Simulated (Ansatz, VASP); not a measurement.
**Cross-check of Ga2O3 (partly crystallised Ga2O3) between VASP and Ansatz**

One calculation is typed for both programs; each brings its own data sets. How far apart do they land? Of the first pair: The structure shown is the end of the Ansatz relaxation below.

Calculated with Ansatz 0.2.0; plane waves, with VASP 6.6.1 beside it; single point at PBE.

### Step 1. Starting point

The cell holds 95 atoms: 38 Ga and 57 O. Cell: a = 9.848 Å, b = 9.848 Å, c = 9.848 Å, α = 90.0°, β = 90.0°, γ = 90.0°. As first built, before any earlier steps moved the atoms (in the runner's words): 95 atoms (38 Fe, 57 O) placed at random at 5.32 g/cm^3, melted at 5000 K for 10 ps at fixed volume with the Morse and Coulomb pair potential with partial charges (Pedone, Malavasi, Menziani, Cormack and Segre, J. Phys. Chem. B 110, 11780 (2006)). Quenched from 5000 K to 300 K at 50 K/ps and fixed volume, held 5 ps, then minimised at fixed cell. Then Fe was replaced by Ga and the cell scaled by 1.003 (the potential has no terms for the new elements, so the cell is a start for a DFT relaxation). The cell carries charge −1.

### Step 2. Ansatz: relaxation, PBE

Ansatz runs on its default PAW (the set named soft_2) files.

This run makes the geometry at which the two programs are then compared.

File input.yaml:

```yaml
crystal:
  lattice:
    - [9.84786, 0.0, 0.0]
    - [0.0, 9.84786, 0.0]
    - [0.0, 0.0, 9.84786]
  atoms:
    - { symbol: Ga, position: [0.97086, 0.46243, 0.28609] }
    - { symbol: Ga, position: [0.61292, 0.67748, 0.72036] }
    - { symbol: Ga, position: [0.04947, 0.03026, 0.95782] }
    - { symbol: Ga, position: [0.25214, 0.23457, 0.76556] }
    - { symbol: Ga, position: [0.51102, 0.21163, 0.07552] }
    - { symbol: Ga, position: [0.71061, 0.3989, 0.92002] }
    - { symbol: Ga, position: [0.0343, 0.08867, 0.27299] }
    - { symbol: Ga, position: [0.84751, 0.21524, 0.0957] }
    - { symbol: Ga, position: [0.2955, 0.53245, 0.23408] }
    - { symbol: Ga, position: [0.14559, 0.54043, 0.59631] }
    - { symbol: Ga, position: [0.66543, 0.96841, 0.29281] }
    - { symbol: Ga, position: [0.37666, 0.97626, 0.58479] }
    - { symbol: Ga, position: [0.62689, 0.46836, 0.22136] }
    - { symbol: Ga, position: [0.89645, 0.86279, 0.15496] }
    - { symbol: Ga, position: [0.77738, 0.94047, 0.61757] }
    - { symbol: Ga, position: [0.21056, 0.28126, 0.10357] }
    - { symbol: Ga, position: [0.19615, 0.28584, 0.46018] }
    - { symbol: Ga, position: [0.38029, 0.9777, 0.95091] }
    - { symbol: Ga, position: [0.41197, 0.47253, 0.94843] }
    - { symbol: Ga, position: [0.08611, 0.04184, 0.59625] }
    - { symbol: Ga, position: [0.18222, 0.77515, 0.09856] }
    - { symbol: Ga, position: [0.06975, 0.50389, 0.89467] }
    - { symbol: Ga, position: [0.45449, 0.73095, 0.43998] }
    - { symbol: Ga, position: [0.07669, 0.78384, 0.40202] }
    - { symbol: Ga, position: [0.5057, 0.22919, 0.43236] }
    - { symbol: Ga, position: [0.88356, 0.60032, 0.66598] }
    - { symbol: Ga, position: [0.83701, 0.65758, 0.97904] }
    - { symbol: Ga, position: [0.92998, 0.25918, 0.73844] }
    - { symbol: Ga, position: [0.68791, 0.42043, 0.57255] }
    - { symbol: Ga, position: [0.34615, 0.73101, 0.75075] }
[... 59 atom lines left out ...]
    - { symbol: O, position: [0.24988, 0.38166, 0.64341] }
    - { symbol: O, position: [0.69754, 0.74663, 0.88322] }
    - { symbol: O, position: [0.4766, 0.60466, 0.27282] }
    - { symbol: O, position: [0.9203, 0.27262, 0.28559] }
    - { symbol: O, position: [0.32055, 0.12348, 0.0673] }
    - { symbol: O, position: [0.95588, 0.94384, 0.691] }
total_charge: -1
kpoints:
  mp_grid: { grid: [1, 1, 1] }
hamiltonian:
  xc: pbe
scf:
  occupations: { method: fermi_dirac, width: 0.01 }
  lower_state_search: "off"
output:
  forces: true
magnetization:
  spin_polarized: true
  initial_magnetization: 1
relax:
  f_tol: 0.05
  max_steps: 90
```

Command:

```sh
ansatz run input.yaml --threads 4 --pin off --max-ram 8192MiB --backend cpu --events-out ev --progress --plain --runs-dir out
```

Numbers of over 12 decimals in the logs are rounded to 6 here.

Log:

```text
Engine: ansatz 0.2.0, x86_64-unknown-linux-gnu
Pseudopotentials: kind: paw
Pseudopotential: Ga, paw, valence charge 13, recommended cutoff 420 eV (normal), Ga.paw.azcp
Pseudopotential: O, paw, valence charge 6, recommended cutoff 420 eV (normal), O.paw.azcp
Functional definition: PBE
  parameter kappa = 0.804
  parameter beta = 0.066725
  exchange = pbe_x(kappa = kappa, mu = beta*pi^2/3)
  correlation = pbe_c(beta = beta)
Crystal: 95 atoms, lattice volume = 955.049 Å³
Basis set: ecut = 420 eV, 18805 PW (Γ), exchange–correlation on 144×144×144 points (8 copies of the dense FFT grid, shifted against one another)
Bands: 514, of which v1, the nominal top of the filled ones, is band 419 counted from 1 (418 counted from 0)
Symmetry: 1 space group operations
Space group: P1 (ITA 1), of the structure as read, at distance tolerance 9.8e-5 Å
Magnetic group: BNS 1.1 (UNI 1), of the structure as read, at distance tolerance 9.8e-5 Å
k-points: 1
Non-local potential: Ga, projectors of the file, l = 0: 2, l = 1: 2, l = 2: 3, l = 3: 1
Non-local potential: O, projectors of the file, l = 0: 2, l = 1: 2, l = 2: 1
PAW form: soft (Blöchl's): semilocal exchange-correlation on the pseudo side does not see the compensation charge
PAW one-centre angular grid: Ga, 590 points (default); XC on 64 Gauss nodes
PAW one-centre angular grid: O, 110 points (default); XC on 64 Gauss nodes
Initial density: superposition of atomic densities (chi_scale 0.1, normalization cell, long waves kept (reshape's long-wave potential 0.12 eV rms))
Starting moments: Σ|m| = 1 μB on 95 of 95 sites
Initial wavefunctions: pseudopotential atomic-orbital guess
Functional: x = pbe(κ = 0.804, μ = 0.219515), c = pbe(β = 0.066725)
SCF iter   1: F=—  HF=-176119.902628 eV  |F-HF|=—  |Δ(HF+E_count)|=         —  Δρ=5.51e-2 (↑5.26e-2 ↓5.51e-2)  dr2=5.59e1  dr2_m=1.70e-2  M=1.000 μB ∫|m|=1.076 μB  β_m=1.00  ethr=3.10e-3  ⟨swp⟩=6.0  Hψ=3592  notcnv=0
preconditioner: auto → Resta (q_TF=auto, 2.669 Å⁻¹)  ε∞=4.5  [insulator: Δε(μ)=1.983 eV  Ē_g=18.583 eV  σ=0.010 eV  W_gap=1.00  n_scr=304 (ndim 8)  ℏωp=34.8 eV  f_vac=0.000  D(μ)=0.00/eV (n_scr^D=0)  ε∞_Penn≈4.5]
spin=Collinear: Resta preconditioning applied to the charge; magnetization (m = ρ↑ − ρ↓) channel mixes plain (no charge-response kernel on spin).
SCF iter   2: F=—  HF=-176108.582789 eV  |F-HF|=—  |Δ(HF+E_count)|=         —  Δρ=3.52e-2 (↑3.52e-2 ↓3.51e-2)  dr2=2.31e1  dr2_m=9.66e-4  M=0.651 μB ∫|m|=0.755 μB  β_m=0.30  ethr=3.10e-3  ⟨swp⟩=3.0  Hψ=1977  notcnv=0  defer=182
Mixer restart at iter 2: flushing history
SCF iter   3: F=—  HF=-176104.521195 eV  |F-HF|=—  |Δ(HF+E_count)|=    4.06e0  Δρ=2.44e-2 (↑2.44e-2 ↓2.43e-2)  dr2=1.11e1  dr2_m=5.29e-4  M=0.642 μB ∫|m|=0.744 μB  β_m=0.30  ethr=2.77e-3  ⟨swp⟩=2.0  Hψ=854  notcnv=0  defer=182
SCF iter   4: F=—  HF=-176100.873913 eV  |F-HF|=—  |Δ(HF+E_count)|=    3.65e0  Δρ=6.01e-3 (↑6.01e-3 ↓5.84e-3)  dr2=7.23e-1  dr2_m=2.90e-4  M=0.639 μB ∫|m|=0.741 μB  β_m=0.30  ethr=1.33e-3  ⟨swp⟩=4.5  Hψ=1696  notcnv=0  defer=182
SCF iter   5: F=—  HF=-176100.872208 eV  |F-HF|=—  |Δ(HF+E_count)|=   1.70e-3  Δρ=2.08e-3 (↑1.98e-3 ↓2.08e-3)  dr2=9.24e-2  dr2_m=1.61e-4  M=0.634 μB ∫|m|=0.735 μB  β_m=0.30  ethr=8.63e-5  ⟨swp⟩=3.0  Hψ=1956  notcnv=0  defer=176
SCF iter   6: F=—  HF=-176100.898886 eV  |F-HF|=—  |Δ(HF+E_count)|=   2.67e-2  Δρ=1.75e-3 (↑1.69e-3 ↓1.75e-3)  dr2=5.44e-2  dr2_m=8.96e-5  M=0.632 μB ∫|m|=0.733 μB  β_m=0.30  ethr=1.10e-5  ⟨swp⟩=3.0  Hψ=1589  notcnv=0  defer=176
SCF iter   7: F=—  HF=-176100.941392 eV  |F-HF|=—  |Δ(HF+E_count)|=   4.25e-2  Δρ=3.72e-4 (↑3.72e-4 ↓3.50e-4)  dr2=2.56e-3  dr2_m=5.14e-5  M=0.628 μB ∫|m|=0.729 μB  β_m=0.30  ethr=6.50e-6  ⟨swp⟩=2.0  Hψ=1590  notcnv=0  defer=176
SCF iter   8: F=—  HF=-176100.943992 eV  |F-HF|=—  |Δ(HF+E_count)|=   2.60e-3  Δρ=2.09e-4 (↑2.09e-4 ↓1.97e-4)  dr2=5.59e-4  dr2_m=2.90e-5  M=0.627 μB ∫|m|=0.727 μB  β_m=0.30  ethr=3.06e-7  ⟨swp⟩=2.0  Hψ=1572  notcnv=0  defer=176
Mixer restart at iter 8: flushing history
spin-set hold released at iteration 8 (site moments contracting): the magnetisation degrees of freedom join the quasi-Newton model from the next iteration; the mixer history was flushed
SCF iter   9: F=—  HF=-176100.945214 eV  |F-HF|=—  |Δ(HF+E_count)|=   1.22e-3  Δρ=1.60e-4 (↑1.60e-4 ↓1.51e-4)  dr2=3.32e-4  dr2_m=1.63e-5  M=0.627 μB ∫|m|=0.727 μB  β_m=0.65  ethr=6.68e-8  ⟨swp⟩=2.5  Hψ=1637  notcnv=0  defer=176
SCF iter  10: F=—  HF=-176100.946796 eV  |F-HF|=—  |Δ(HF+E_count)|=   1.58e-3  Δρ=3.78e-5 (↑3.72e-5 ↓3.78e-5)  dr2=3.96e-5  dr2_m=6.23e-8  M=0.627 μB ∫|m|=0.727 μB  β_m=0.71  ethr=3.96e-8  ⟨swp⟩=2.0  Hψ=1690  notcnv=0  defer=176
SCF iter  11: F=-176100.946795 eV  HF=-176100.946799 eV  |F-HF|=3.52e-6  |Δ(HF+E_count)|=   2.55e-6  Δρ=1.69e-5 (↑1.65e-5 ↓1.69e-5)  dr2=1.05e-5  dr2_m=2.08e-8  M=0.627 μB ∫|m|=0.727 μB  ethr=4.73e-9  ⟨swp⟩=3.0  Hψ=2597  notcnv=0
[...]
atom  81  O      0.01074047    -0.00345072    -0.00373009
  atom  82  O      0.00861852     0.00685849    -0.01153578
  atom  83  O     -0.00076622    -0.00129585    -0.00068055
  atom  84  O     -0.01367265     0.00338391    -0.00203843
  atom  85  O     -0.00710071     0.00749289    -0.00453879
  atom  86  O      0.00507775    -0.01105033     0.01660895
  atom  87  O     -0.00145280     0.00872407    -0.00866582
  atom  88  O     -0.00125389    -0.01215751     0.00815735
  atom  89  O     -0.00107136    -0.00305061    -0.00304503
  atom  90  O     -0.00955407     0.00067180    -0.00086419
  atom  91  O     -0.01138418    -0.00764609     0.00737448
  atom  92  O      0.00645364     0.00734154    -0.01119464
  atom  93  O      0.00039241     0.00086839    -0.00853768
  atom  94  O     -0.00188378     0.00529049    -0.00591707
  atom  95  O     -0.00928062     0.00320969    -0.00493939
  max |Σ_I F_I| component: 3.85e-6 eV/Å
--- Relaxed structure (3 steps of the walk, 3 accepted, 0 SCFs on fresh bases) ---
  F+E_penalty+E_count = -176100.96085118 eV   max|allowed force component| = 4.087e-2 eV/Å
  atoms:
    - { symbol: Ga, position: [0.970848, 0.463574, 0.285441] }
    - { symbol: Ga, position: [0.612751, 0.677519, 0.720177] }
    - { symbol: Ga, position: [0.049653, 0.030325, 0.957718] }
    - { symbol: Ga, position: [0.253334, 0.234172, 0.765892] }
    - { symbol: Ga, position: [0.511228, 0.211450, 0.075726] }
    - { symbol: Ga, position: [0.710405, 0.398795, 0.920082] }
    - { symbol: Ga, position: [0.034305, 0.089055, 0.273064] }
    - { symbol: Ga, position: [0.847801, 0.215777, 0.095542] }
    - { symbol: Ga, position: [0.295261, 0.532505, 0.234427] }
    - { symbol: Ga, position: [0.145214, 0.540546, 0.596771] }
    - { symbol: Ga, position: [0.665499, 0.968502, 0.292457] }
    - { symbol: Ga, position: [0.377037, 0.976585, 0.584926] }
    - { symbol: Ga, position: [0.625890, 0.468605, 0.221393] }
    - { symbol: Ga, position: [0.896360, 0.862370, 0.154977] }
    - { symbol: Ga, position: [0.777632, 0.940221, 0.617322] }
    - { symbol: Ga, position: [0.210847, 0.281542, 0.103248] }
    - { symbol: Ga, position: [0.196127, 0.286337, 0.460044] }
    - { symbol: Ga, position: [0.379941, 0.977274, 0.950655] }
    - { symbol: Ga, position: [0.411788, 0.472086, 0.948167] }
    - { symbol: Ga, position: [0.086339, 0.042281, 0.596582] }
    - { symbol: Ga, position: [0.182082, 0.774518, 0.098538] }
    - { symbol: Ga, position: [0.070380, 0.503943, 0.896786] }
    - { symbol: Ga, position: [0.454005, 0.731150, 0.439426] }
    - { symbol: Ga, position: [0.076579, 0.784020, 0.402569] }
[...]
- { symbol: Ga, position: [0.829397, 0.213234, 0.448424] }
    - { symbol: Ga, position: [0.565331, 0.166424, 0.734639] }
    - { symbol: Ga, position: [0.761853, 0.677921, 0.407861] }
    - { symbol: Ga, position: [0.413957, 0.472592, 0.586005] }
    - { symbol: Ga, position: [0.696315, 0.932376, 0.934419] }
    - { symbol: Ga, position: [0.075631, 0.803229, 0.759636] }
    - { symbol: Ga, position: [0.500852, 0.728060, 0.081232] }
    - { symbol: Ga, position: [0.338477, 0.016910, 0.255858] }
    - { symbol: O, position: [0.039624, 0.699356, 0.572045] }
    - { symbol: O, position: [0.679425, 0.013130, 0.759709] }
    - { symbol: O, position: [0.484716, 0.807137, 0.633200] }
    - { symbol: O, position: [0.253318, 0.134916, 0.575087] }
    - { symbol: O, position: [0.397406, 0.369662, 0.127570] }
    - { symbol: O, position: [0.525509, 0.324793, 0.625099] }
    - { symbol: O, position: [0.450862, 0.563110, 0.776342] }
    - { symbol: O, position: [0.351245, 0.900401, 0.408196] }
    - { symbol: O, position: [0.534726, 0.309070, 0.893113] }
    - { symbol: O, position: [0.840761, 0.517992, 0.499301] }
    - { symbol: O, position: [0.208332, 0.174662, 0.293444] }
    - { symbol: O, position: [0.073290, 0.971237, 0.422872] }
    - { symbol: O, position: [0.795971, 0.553969, 0.248426] }
    - { symbol: O, position: [0.948998, 0.678168, 0.826264] }
    - { symbol: O, position: [0.039855, 0.184383, 0.072394] }
    - { symbol: O, position: [0.128576, 0.445505, 0.166474] }
    - { symbol: O, position: [0.591565, 0.547177, 0.035610] }
    - { symbol: O, position: [0.186712, 0.629163, 0.788007] }
    - { symbol: O, position: [0.385631, 0.097315, 0.792595] }
    - { symbol: O, position: [0.444653, 0.808162, 0.898511] }
    - { symbol: O, position: [0.724186, 0.507134, 0.752364] }
    - { symbol: O, position: [0.371048, 0.364538, 0.406763] }
    - { symbol: O, position: [0.517511, 0.105291, 0.270175] }
    - { symbol: O, position: [0.082665, 0.148207, 0.798227] }
[...]
- { symbol: O, position: [0.771607, 0.252049, 0.632956] }
    - { symbol: O, position: [0.679479, 0.308173, 0.116520] }
    - { symbol: O, position: [0.249911, 0.381663, 0.643641] }
    - { symbol: O, position: [0.697085, 0.746255, 0.882966] }
    - { symbol: O, position: [0.475820, 0.605900, 0.272709] }
    - { symbol: O, position: [0.920538, 0.273355, 0.285394] }
    - { symbol: O, position: [0.320532, 0.123392, 0.066809] }
    - { symbol: O, position: [0.955907, 0.943957, 0.690999] }
```

### Step 3. VASP: single point, PBE, relaxed cell, pair 1

The same cell, functional, mesh and smearing now go to VASP, with its own data sets.

Lines of VASP's logs that name or quote its potential files are left out, and so is its time.

File INCAR:

```
SYSTEM = Ga2O3
PREC = Accurate
ENCUT = 520
EDIFF = 1E-06
NELM = 200
ISMEAR = -1
SIGMA = 0.01
LREAL = Auto
ALGO = Normal
GGA = PE
NELECT = 837
NBANDS = 488
ISPIN = 2
MAGMOM = 0.01 0 0 0 0 0 0 0 0 0 0 0 0.01 0 0 0 0 0 0 0 0 0.01 0 0 0 0 0 0 0 0 0 0 0 0 0 0 0.01 0 0 0 0 0 0 0 0 0 0 0 0 0 0 0 0 0 0 0 0 0 0 0 0 0 0 0 0 0 0 0 0 0 0 0 0 0 0 0 0 0 0 0 0 0 0 0 0 0 0 0 0 0 0 0 0 0 0
LORBIT = 11
LWAVE = .FALSE.
LCHARG = .FALSE.
ISIF = 2
LASPH = .TRUE.
GGA_COMPAT = .FALSE.
NCORE = 2
```

File POSCAR:

```
Ga2O3
1.0
    9.8478600000      0.0000000000      0.0000000000
    0.0000000000      9.8478600000      0.0000000000
    0.0000000000      0.0000000000      9.8478600000
Ga O
38 57
Direct
    0.9708500000      0.4635700000      0.2854400000
    0.6127500000      0.6775200000      0.7201800000
    0.0496500000      0.0303300000      0.9577200000
    0.2533300000      0.2341700000      0.7658900000
    0.5112300000      0.2114500000      0.0757300000
    0.7104000000      0.3987900000      0.9200800000
    0.0343100000      0.0890600000      0.2730600000
    0.8478000000      0.2157800000      0.0955400000
    0.2952600000      0.5325000000      0.2344300000
    0.1452100000      0.5405500000      0.5967700000
    0.6655000000      0.9685000000      0.2924600000
    0.3770400000      0.9765800000      0.5849300000
    0.6258900000      0.4686000000      0.2213900000
    0.8963600000      0.8623700000      0.1549800000
    0.7776300000      0.9402200000      0.6173200000
    0.2108500000      0.2815400000      0.1032500000
    0.1961300000      0.2863400000      0.4600400000
    0.3799400000      0.9772700000      0.9506600000
    0.4117900000      0.4720900000      0.9481700000
    0.0863400000      0.0422800000      0.5965800000
    0.1820800000      0.7745200000      0.0985400000
    0.0703800000      0.5039400000      0.8967900000
    0.4540100000      0.7311500000      0.4394300000
    0.0765800000      0.7840200000      0.4025700000
    0.5058900000      0.2292600000      0.4319700000
    0.8835000000      0.6003000000      0.6665800000
    0.8361300000      0.6569900000      0.9806100000
    0.9303100000      0.2594600000      0.7386100000
    0.6881000000      0.4202700000      0.5721700000
    0.3459400000      0.7310600000      0.7502900000
[... 59 atom lines left out ...]
    0.2499100000      0.3816600000      0.6436400000
    0.6970800000      0.7462500000      0.8829700000
    0.4758200000      0.6059000000      0.2727100000
    0.9205400000      0.2733600000      0.2853900000
    0.3205300000      0.1233900000      0.0668100000
    0.9559100000      0.9439600000      0.6910000000
```

File KPOINTS:

```
Automatic mesh
0
Gamma
1 1 1
0 0 0
```

PAW data sets: Ga_d and O (PBE family, release 64).

Command:

```sh
mpirun -np 8 vasp_gam
```

Log:

```text
[banner, memory and clock lines left out]
running    8 mpi-ranks, on    1 nodes
[...]
LDA part: xc-table for (Slater+PW92), standard interpolation
 POSCAR, INCAR and KPOINTS ok, starting setup
[...]
entering main loop
       N       E                     dE             d eps       ncg     rms          rms(c)
DAV:   1     0.247981359703E+05    0.24798E+05   -0.28374E+05  1968   0.372E+03
DAV:   2     0.582070483971E+04   -0.18977E+05   -0.18023E+05  1952   0.107E+03
DAV:   3     0.261497121335E+03   -0.55592E+04   -0.52619E+04  2432   0.397E+02
DAV:   4    -0.537099476651E+03   -0.79860E+03   -0.77355E+03  2136   0.157E+02
DAV:   5    -0.628931999362E+03   -0.91833E+02   -0.90764E+02  2992   0.540E+01BRMIX: very serious problems
 the old and the new charge density differ
 old charge density:   836.00000 new  837.00001
    0.543E+01
DAV:   6    -0.539162293159E+03    0.89770E+02   -0.35811E+02  3608   0.680E+01    0.150E+01
DAV:   7    -0.541651645455E+03   -0.24894E+01   -0.43787E+01  2240   0.130E+01    0.107E+01
DAV:   8    -0.541317689559E+03    0.33396E+00   -0.81649E+00  2896   0.163E+01    0.307E+00
DAV:   9    -0.541118972347E+03    0.19872E+00   -0.16343E+00  2416   0.106E+01    0.126E+00
[...]
DAV:  22    -0.541175179469E+03   -0.67278E-05   -0.22801E-05  2272   0.257E-02    0.433E-03
DAV:  23    -0.541175181757E+03   -0.22885E-05   -0.12180E-05  2472   0.191E-02    0.253E-03
DAV:  24    -0.541175182684E+03   -0.92675E-06   -0.34995E-06  1600   0.871E-03
   1 F= -.54117518E+03 E0= -.54117032E+03  d E =-.972260E-02  mag=    -0.6199
```

Parts of OUTCAR (step 3):

```text
  Total       65.8177087     59.9876767     64.3474237     12.4550989     29.6661957     -2.9938359
  in kB      110.4149153    100.6345309    107.9483848     20.8945087     49.7676165     -5.0224195
  external PRESSURE =     106.3326103 kB  Pullay stress =       0.0000000 kB

 POSITION                                       TOTAL-FORCE (eV/Angst)
 -----------------------------------------------------------------------------------
      9.56079      4.56517      2.81097        -0.021261      0.039514      0.010312
      6.03428      6.67212      7.09223        -0.009185      0.036425      0.024082
      0.48895      0.29869      9.43149        -0.017437      0.003821     -0.002434
      2.49476      2.30607      7.54238         0.016695      0.024943     -0.004143
      5.03452      2.08233      0.74578         0.032124     -0.040572      0.023835
      6.99592      3.92723      9.06082        -0.002805      0.032925     -0.020154
      0.33788      0.87705      2.68906        -0.040814     -0.019305      0.034768
[...]
3.11636      6.11158      0.51347        -0.031077      0.009340     -0.032774
      0.07238      2.09366      5.30100         0.000978      0.042069     -0.013777
      8.69458      9.28958      9.55686        -0.003118     -0.006723     -0.009762
      0.82210      9.26290      1.58659         0.038480      0.023603     -0.016260
      7.59871      2.48215      6.23330        -0.034582     -0.036609      0.042425
      6.69142      3.03482      1.14747         0.000762     -0.006342      0.012456
[...]
-----------------------------------------------------------------------------------
    total drift:                               -0.012790     -0.007859     -0.025141

  FREE ENERGIE OF THE ION-ELECTRON SYSTEM (eV)
  ---------------------------------------------------
  free  energy   TOTEN  =      -541.1751826842 eV

  energy  without entropy=     -541.1654600844  energy(sigma->0) =     -541.17032138

 magnetization (x)
# of ion       s       p       d       tot
------------------------------------------
    1       -0.015  -0.002  -0.000  -0.017
    2       -0.006  -0.000  -0.000  -0.007
    3       -0.006  -0.001  -0.000  -0.007
    4       -0.009  -0.001  -0.000  -0.010
    5       -0.006  -0.000  -0.000  -0.007
    6       -0.009  -0.001  -0.000  -0.010
    7       -0.008  -0.001  -0.000  -0.010
    8       -0.009  -0.001  -0.000  -0.010
    9       -0.010  -0.001  -0.000  -0.012
   10       -0.006  -0.000  -0.000  -0.006
   11       -0.011  -0.001  -0.000  -0.011
   12       -0.004  -0.000  -0.000  -0.004
   13       -0.014  -0.002  -0.000  -0.017
[...]
--------------------------------------------------
tot         -0.433  -0.023  -0.006  -0.462

[... 3 further parts left out ...]
[key lines of the parts left out:]
E-fermi :   6.1006
```

The cell is charged against a uniform background.

The run ends at a pressure of 10.63 GPa, with forces up to 0.092 eV/Å.

(Continued in part 2 of 2.)

[Lines on the potential files, build, host, timing and source positions are cut from VASP's logs without a mark.]

[Logs are printed without paths, hosts, clocks, repeated set-up lines and the standing remarks that a program may print on its own settings, such as how far it seeks lower states.]

[Hosts, paths, dates, database ids (printed as entryN), source tags and the programs' standing remarks are cut or masked in the printed files.]
